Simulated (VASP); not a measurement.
Input:

```
MgB2
1.0
    1.54107    -2.66921     0.00000
    1.54107     2.66921     0.00000
    0.00000     0.00000     3.50313
Mg B
1 2
Direct
  0.00000   0.00000   0.00000
  0.33333   0.66667   0.50000
  0.66667   0.33333   0.50000
```

The numbers are results of PBE GGA, VASP's PBE PAW potentials (set 64) (plane waves; VASP), not measurements. Run with 520 eV cut-off, 13×13×10 Γ-centred mesh, tetrahedra with Blöchl corrections, potentials Mg B.

Task: Estimate the energy per atom (σ→0), band gap (on the k-mesh) with the smallest direct gap where there is one.

Result: 
```
Property                                                     Value
------------------------  ----------------------------------------
band gap (on the k-mesh)  none (metal, semimetal or under 0.01 eV)
energy per atom (σ→0)                               -5.107 eV/atom
```

Total energies compare only between runs with the same potentials, cut-off and functional.

The compound is MgB2 in the AlB2 type structure. It was relaxed first.
